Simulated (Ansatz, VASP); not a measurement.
# Zn3P: VASP and Ansatz over several settings

```xyz
4
Lattice="3.9755 0.0000 0.0000 0.0000 3.9755 0.0000 0.0000 0.0000 3.9755" Properties=species:S:1:pos:R:3 pbc="T T T"
Zn    1.9878    1.9878    0.0000
Zn    1.9878    0.0000    1.9878
Zn    0.0000    1.9878    1.9878
P     0.0000    0.0000    0.0000
```

The cell comes from a database or a generator and needn't be the stable form of this composition.

Single points on this cell with VASP 6.6.1 and Ansatz 0.2.0. Each row is one pair of runs. Alike in all rows: spin: off; k mesh: 7 × 7 × 7; VASP's potentials, cutoff: VASP PAW PBE potentials, release 64 (Zn, P), 520 eV; Ansatz's potentials, cutoff: Ansatz PAW, 420 eV.

```csv
level,smearing,"gap on the k mesh at the Fermi level (eV), VASP","gap on the k mesh at the Fermi level (eV), Ansatz","pressure (GPa), VASP","pressure (GPa), Ansatz"
PBE,"gaussian, width 0.05 eV",none,none,-0.7,-0.9
RPBE,"gaussian, width 0.1 eV",none,none,1.9,1.8
PBE,"fermi-dirac, width 0.05 eV",?,none,?,-0.9
```

**Question.** Fill in what VASP gave in row 3.

**Answer.** gap on the k mesh at the Fermi level (eV): none; pressure (GPa): -0.7.

A gap of «none» marks a metal or a gap that the smearing closes.

Caveats: the PAW data sets were made with another functional, which shifts forces and pressure a little (VASP); the PAW data sets come from PBE, with cores solved anew for the run's functional, which leaves a small shift of forces and pressure (Ansatz).
